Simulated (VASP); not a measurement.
# Ga2GeSe2 (Immm) in VASP: relaxation of cell and atoms with PBE

Aim: the relaxation of cell and atoms of Ga2GeSe2 with PBE.

Everything below comes from runs of VASP 6.6.1. Logs are shortened: lines on timing, memory, paths and dates and some standing lists are left out, and cuts for length are marked.

### Step 1. The structure

It takes space group Immm (No. 71, orthorhombic). Conventional cell: a = 5.182 Å, b = 7.103 Å, c = 7.482 Å, α = 90.00°, β = 90.00°, γ = 90.00°. Around Ga (site symmetry mmm) lie 2 Ge at 2.59 Å. Around Ga (site symmetry mmm) lie 4 Se at 2.92 Å. Ge (site symmetry mmm) is surrounded by 2 Se at 2.39 Å and 2 Ga at 2.59 Å. Se (site symmetry mm2) has 1 Ge at 2.39 Å and 1 Se at 2.70 Å as nearest neighbours.

The cell was built by a generator and needn't be a form met in nature.

### Step 2. Relaxation of cell and atoms, PBE

Input file INCAR:

```
SYSTEM = Ga2GeSe2
PREC = Normal
ENCUT = 520
EDIFF = 1E-4
ISMEAR = 0
SIGMA = 0.15
LREAL = .False.
LASPH = .True.
NELM = 60
ALGO = Fast
ISIF = 3
LWAVE = .False.
LCHARG = .False.
GGA = PE
IBRION = 2
NSW = 24
EDIFFG = -0.08
```

Input file KPOINTS:

```
regular mesh
0
Gamma
  4 4 4
  0 0 0
```

Input file POSCAR:

```
Ga2GeSe2
1.0
   -2.5907578000      3.5515314500      3.7411857300
    2.5907578000     -3.5515314500      3.7411857300
    2.5907578000      3.5515314500     -3.7411857300
Ga Ge Se
2 1 2
Direct
    0.0000000000      0.5000000000      0.5000000000
    0.5000000000      0.0000000000      0.5000000000
    0.0000000000      0.0000000000      0.0000000000
    0.3195006800      0.3195006800      0.0000000000
    0.6804993200      0.6804993200      0.0000000000
```

Potentials or basis: VASP PAW PBE potentials, release 64 (Ga_d, Ge_d, Se).

On the command line:

```bash
cat potpaw_PBE.64/Ga_d/POTCAR potpaw_PBE.64/Ge_d/POTCAR potpaw_PBE.64/Se/POTCAR > POTCAR
mpirun -np 1 vasp_std > vasp.out
```

OUTCAR:

```text
SYSTEM = Ga2GeSe2
   PREC = Normal
   ENCUT = 520
   EDIFF = 1E-4
   ISMEAR = 0
   LREAL = .False.
   LASPH = .True.
   NELM = 60
   ISIF = 3
   GGA = PE
   IBRION = 2
   NSW = 24
   EDIFFG = -0.08

 ion  position               nearest neighbor table
   1  0.000  0.500  0.500-   3 2.59   3 2.59
   2  0.500  0.000  0.500-
   3  0.000  0.000  0.000-   4 2.39   5 2.39   1 2.59   1 2.59
   4  0.320  0.320  0.000-   3 2.39   5 2.70
   5  0.680  0.680  0.000-   3 2.39   4 2.70

  LATTYP: Found a body centered orthorhombic cell.
 ALAT       =     5.1815156000
 B/A-ratio  =     1.3708465724
 C/A-ratio  =     1.4440507445

  Lattice vectors:

 A1 = (  -2.5907578000,   3.5515314500,   3.7411857300)
 A2 = (   2.5907578000,  -3.5515314500,   3.7411857300)
 A3 = (   2.5907578000,   3.5515314500,  -3.7411857300)

Analysis of symmetry for initial positions (statically):
=====================================================================
 Subroutine PRICEL returns:
 Original cell was already a primitive cell.

 Routine SETGRP: Setting up the symmetry group for a
 body centered orthorhombic supercell.

 Subroutine GETGRP returns: Found  8 space group operations
 (whereof  8 operations were pure point group operations)
 out of a pool of  8 trial point group operations.

The static configuration has the point symmetry D_2h.

Analysis of symmetry for dynamics (positions and initial velocities):
=====================================================================
 Subroutine PRICEL returns:
 Original cell was already a primitive cell.

 Routine SETGRP: Setting up the symmetry group for a
 body centered orthorhombic supercell.

 Subroutine GETGRP returns: Found  8 space group operations
 (whereof  8 operations were pure point group operations)
 out of a pool of  8 trial point group operations.

The dynamic configuration has the point symmetry D_2h.

 Subroutine INISYM returns: Found  8 space group operations
 (whereof  8 operations are pure point group operations),
 and found     1 'primitive' translations

----------------------------------------------------------------------------------------

                                     Primitive cell

  volume of cell :     137.6930

  direct lattice vectors                    reciprocal lattice vectors
    -2.590757800  3.551531450  3.741185730     0.000000000  0.140784337  0.133647468
     2.590757800 -3.551531450  3.741185730     0.192993726  0.000000000  0.133647468
     2.590757800  3.551531450 -3.741185730     0.192993726  0.140784337  0.000000000

  length of vectors
     5.772510051  5.772510051  5.772510051     0.194118199  0.234751409  0.238886600

  position of ions in fractional coordinates (direct lattice)
     0.000000000  0.500000000  0.500000000
     0.500000000  0.000000000  0.500000000
     0.000000000  0.000000000  0.000000000
     0.319500680  0.319500680  0.000000000
     0.680499320  0.680499320  0.000000000

  ion indices of the primitive-cell ions
   primitive index   ion index
                 1           1
                 2           2
                 3           3
                 4           4
                 5           5

----------------------------------------------------------------------------------------

 KPOINTS: regular mesh

Automatic generation of k-mesh.
 Grid dimensions read from file:
 generate k-points for:    4    4    4

 Generating k-lattice:

  Cartesian coordinates                     Fractional coordinates (reciprocal lattice)
     0.000000000  0.035196084  0.033411867     0.250000000  0.000000000 -0.000000000
     0.048248431  0.000000000  0.033411867     0.000000000  0.250000000  0.000000000
     0.048248431  0.035196084  0.000000000    -0.000000000  0.000000000  0.250000000

  Length of vectors
     0.048529550  0.058687852  0.059721650

  Shift w.r.t. Gamma in fractional coordinates (k-lattice)
     0.000000000  0.000000000  0.000000000

 Subroutine IBZKPT returns following result:
 ===========================================

 Found     18 irreducible k-points:

 Following reciprocal coordinates:
            Coordinates               Weight
  0.000000  0.000000  0.000000      1.000000
  0.250000 -0.000000  0.000000      4.000000
  0.500000 -0.000000  0.000000      2.000000
 -0.000000  0.250000  0.000000      4.000000
  0.250000  0.250000  0.000000      8.000000
  0.500000  0.250000  0.000000      8.000000
[... 10 lines left out ...]
 -0.250000 -0.250000  0.250000      2.000000
  0.500000  0.500000  0.500000      1.000000
   k-points           NKPTS =     18   k-points in BZ     NKDIM =     18   number of bands    NBANDS=     31
   number of dos      NEDOS =    301   number of ions     NIONS =      5
   total plane-waves  NPLWV =  32768
   dimension x,y,z NGX =    32 NGY =   32 NGZ =   32
   dimension x,y,z NGXF=    64 NGYF=   64 NGZF=   64
   ions per type =               2   1   2
   NGX,Y,Z   is equivalent  to a cutoff of   9.22,  9.22,  9.22 a.u.
   NGXF,Y,Z  is equivalent  to a cutoff of  18.43, 18.43, 18.43 a.u.
 SYSTEM =  Ga2GeSe2
   PREC   = normal    normal or accurate (medium, high low for compatibility)
   ISTART =      0    job   : 0-new  1-cont  2-samecut
   ICHARG =      2    charge: 1-file 2-atom 10-const
   ISPIN  =      1    spin polarized calculation?
   LNONCOLLINEAR =      F non collinear calculations
   LSORBIT =      F    spin-orbit coupling
   LASPH  =      T    aspherical Exc in radial PAW
   ENCUT  =  520.0 eV  38.22 Ry    6.18 a.u.  10.73 10.73 10.73*2*pi/ulx,y,z
   NELM   =     60;   NELMIN=  2; NELMDL= -5     # of ELM steps
   EDIFF  = 0.1E-03   stopping-criterion for ELM
   LREAL  =      F    real-space projection
   EDIFFG = -.8E-01   stopping-criterion for IOM
   NSW    =     24    number of steps for IOM
   IBRION =      2    ionic relax: 0-MD 1-quasi-New 2-CG
   NFREE  =      1    steps in history (QN), initial steepest desc. (CG)
   ISIF   =      3    stress and relaxation
   ISYM   =      2    0-nonsym 1-usesym 2-fastsym
   POTIM  = 0.5000    time-step for ionic-motion
   TEBEG  =    0.0;   TEEND  =   0.0 temperature during run
   PSTRESS=    0.0 pullay stress
   NELECT =      52.0000    total number of electrons
   NUPDOWN=      -1.0000    fix difference up-down
   EMIN   =  10.00;   EMAX   =-10.00  energy-range for DOS
   EFERMI =   0.00;   METHOD = LEGACY
   ISMEAR =     0;   SIGMA  =   0.15  broadening in eV -4-tet -1-fermi 0-gaus
   EFERMI_NEDOS =   21; number of points for ismear=-14 and -15
   IALGO  =     68    algorithm
   IMIX   =      4    mixing-type and parameters
     AMIX     =   0.40;   BMIX     =  1.00
     AMIX_MAG =   1.60;   BMIX_MAG =  1.00
  volume/ion in A,a.u.               =      27.54       185.84
  Fermi-wavevector in a.u.,A,eV,Ry     =   1.183329  2.236167 19.051784  1.400267
  Thomas-Fermi vector in A             =   2.319565
   LORBIT       =      0    0 simple, 1 ext, 2 COOP (PROOUT), +10 PAW based schemes
   GGA     = PE    functional components
   LHFCALC =     F    Hartree Fock is set to
   AEXX    =    0.0000 exact exchange contribution
   IVDW    =     0    specifies the selected vdW correction
   LEPSILON=     F    determine dielectric tensor
   LRPA    =     F    only Hartree local field effects (RPA)
 conjugate gradient relaxation of ions
 non-spin polarized calculation
 RMM-DIIS sequential band-by-band and
 Gauss-broadening in eV      SIGMA  =   0.15
  energy-cutoff  :      520.00
  volume of cell :      137.69
 maximum number of plane-waves:      3726
   NGX = 21   NGY = 21   NGZ = 21

--------------------------------------- Ionic step        1  -------------------------------------------

 number of electron      51.9999945 magnetization

 Free energy of the ion-electron system (eV)
  ---------------------------------------------------
  ext. energy  EPLUGINS =         0.00000000
  ---------------------------------------------------
  free energy    TOTEN  =       -16.11002393 eV

  energy without entropy =      -16.07293462  energy(sigma->0) =      -16.09147927

------------------------ aborting loop because EDIFF is reached ----------------------------------------

  FORCE on cell =-STRESS in cart. coord.  units (eV):
  Direction    XX          YY          ZZ          XY          YZ          ZX
  --------------------------------------------------------------------------------------
  -------------------------------------------------------------------------------------
  Total        0.8586937     -3.6259645      4.9817580      0.0000000      0.0000000      0.0000000
  in kB        9.9916478    -42.1912496     57.9670856      0.0000000      0.0000000      0.0000000
  external PRESSURE =       8.5891613 kB  Pullay stress =       0.0000000 kB
[... 98 lines left out ...]
  FREE ENERGIE OF THE ION-ELECTRON SYSTEM (eV)
  ---------------------------------------------------
  free  energy   TOTEN  =       -16.4443902932 eV

  energy  without entropy=      -16.4097873851  energy(sigma->0) =      -16.42708884

 E-fermi :   3.6508     XC(G=0):  -9.9861

 val. band max:        3.6483421494   @ k =   0.5000   0.5000   0.5000
 cond. band min:       3.7226114254   @ k =   0.5000  -0.0000   0.0000
 fundamental gap:      0.0742692760
 Fermi energy:         3.6507660567

 k-point     1 :       0.0000    0.0000    0.0000
  band No.  band energies     occupation
      1     -20.6743      2.00000
      2     -20.6459      2.00000
      3     -20.6441      2.00000
      4     -20.6430      2.00000
      5     -20.6080      2.00000
      6     -11.0779      2.00000
[... 601 lines left out ...]
     30       7.8881      0.00000
     31       8.4497      0.00000

[... ionic steps 4 to 16 ...]

--------------------------------------- Ionic step       17  -------------------------------------------

 number of electron      52.0000071 magnetization

------------------------ aborting loop because EDIFF is reached ----------------------------------------

  FORCE on cell =-STRESS in cart. coord.  units (eV):
  Direction    XX          YY          ZZ          XY          YZ          ZX
  --------------------------------------------------------------------------------------
  -------------------------------------------------------------------------------------
  Total       -0.0191974      0.0651708      0.1350052     -0.0000000      0.0000000      0.0000000
  in kB       -0.2851655      0.9680719      2.0054177     -0.0000000      0.0000000      0.0000000
  external PRESSURE =       0.8961080 kB  Pullay stress =       0.0000000 kB
[... 63 lines left out ...]
  energy  without entropy=      -17.5993002821  energy(sigma->0) =      -17.60996531

--------------------------------------- Ionic step       19  -------------------------------------------

 number of electron      52.0000063 magnetization

 Free energy of the ion-electron system (eV)
  ---------------------------------------------------
  ext. energy  EPLUGINS =         0.00000000
  ---------------------------------------------------
  free energy    TOTEN  =       -17.62227989 eV

  energy without entropy =      -17.60107443  energy(sigma->0) =      -17.61167716

 E-fermi :   4.1813     XC(G=0): -10.1842

 val. band max:        4.1266710554   @ k =   0.2500   0.2500   0.2500
 cond. band min:       4.2680111791   @ k =  -0.2500   0.5000   0.2500
 fundamental gap:      0.1413401236
 Fermi energy:         4.1812658550

 k-point     1 :       0.0000    0.0000    0.0000
  band No.  band energies     occupation
      1     -20.1297      2.00000
      2     -20.1023      2.00000
      3     -20.0975      2.00000
      4     -20.0973      2.00000
      5     -20.0658      2.00000
      6     -10.5665      2.00000
[... 633 lines left out ...]
  FREE ENERGIE OF THE ION-ELECTRON SYSTEM (eV)
  ---------------------------------------------------
  free  energy   TOTEN  =       -17.6222798920 eV

  energy  without entropy=      -17.6010744342  energy(sigma->0) =      -17.61167716

 reached required accuracy - stopping structural energy minimisation
```

Run time: 5.1 min. Hardware: 1 thread of Intel Xeon Platinum 8488C (Sapphire Rapids), shared host; peak memory 0.23 GiB.

Results:

- Free energy: -17.6223 eV
- Relaxed volume: 21.65 Å³/atom
- Relaxed cell: a = 5.500 Å, b = 5.500 Å, c = 5.500 Å, α = 124.69°, β = 124.58°, γ = 82.15°
- Space group after relaxing (to 0.05 Å): I4/mmm (No. 139)
- Energy gained by relaxing: 302.5 meV/atom
- Ionic steps: 19
- Pressure after relaxing: -0.1 GPa
- Largest force after relaxing: 0.034 eV/Å
- Band gap on the k mesh: none (metal or under the smearing width)

Forces in eV/Å, atoms in the order of the input:
```
Ga   0.000  0.000  0.000
Ga   0.000  0.000  0.000
Ge   0.000  0.000  0.000
Se   0.000  0.000 -0.034
Se   0.000  0.000  0.034
```

The path:
```tsv
step	energy change (eV)	largest force (eV/Å)	pressure (GPa)	volume (Å³)
1	0.0000	0.1612	0.86	137.69
2	-0.2569	0.1658	-2.06	140.42
3	-0.3344	0.1937	-4.29	142.62
4	-0.5590	0.0787	-4.86	137.06
5	-1.0306	0.2444	-4.77	125.95
6	-1.0592	0.0199	3.72	103.10
7	-1.2857	0.3800	-3.75	117.84
8	-1.3565	0.3560	-1.49	110.30
9	-1.3589	0.3680	-2.28	113.07
10	-1.4680	0.3109	-0.64	108.56
11	-1.4871	0.2720	0.82	106.22
12	-1.4873	0.2649	1.40	106.03
13	-1.5057	0.2149	0.26	107.33
14	-1.5082	0.1607	-0.50	107.90
15	-1.5078	0.1863	0.32	107.72
16	-1.5081	0.1668	-0.04	107.82
17	-1.5082	0.1643	0.09	107.86
18	-1.5106	0.1166	-0.07	107.96
19	-1.5123	0.0338	-0.06	108.27
```

Final structure:
```xyz
5
Lattice="-2.5528 2.5575 4.1459 2.5528 -2.5575 4.1459 2.5528 2.5575 -4.1459" Properties=species:S:1:pos:R:3 pbc="T T T"
Ga    2.5528    0.0000    0.0000
Ga    0.0000    2.5575    0.0000
Ge    0.0000    0.0000    0.0000
Se    0.0000    0.0000    2.7394
Se    0.0000    0.0000    5.5524
```

Levels at points of the mesh, in eV from the Fermi level:
```
           k point  band 23  band 24  band 25  band 26  band 27  band 28  band 29  band 30
(0.00, 0.00, 0.00)    -2.77    -2.06    -2.06    -1.46    -1.44    -0.25     1.21     4.99
(0.50, 0.00, 0.00)    -2.74    -1.36    -0.57     0.32     1.05     2.42     2.68     2.89
(0.00, 0.50, 0.00)    -2.74    -1.38    -0.57     0.33     1.05     2.43     2.69     2.92
(0.50, 0.50, 0.00)    -1.85    -0.57    -0.31     0.11     3.41     4.07     4.09     4.31
(0.50, 0.50, 0.50)    -1.60    -0.32    -0.29    -0.27    -0.27    -0.27     1.79     4.41
```

Caveat: the k mesh is coarse (spacing up to 0.38 Å⁻¹), so the values aren't converged; the volume moved by over 15 % at a fixed basis, so the end points are rough; the relaxation stopped at a loose force limit of 0.08 eV/Å, so its end isn't a converged minimum.
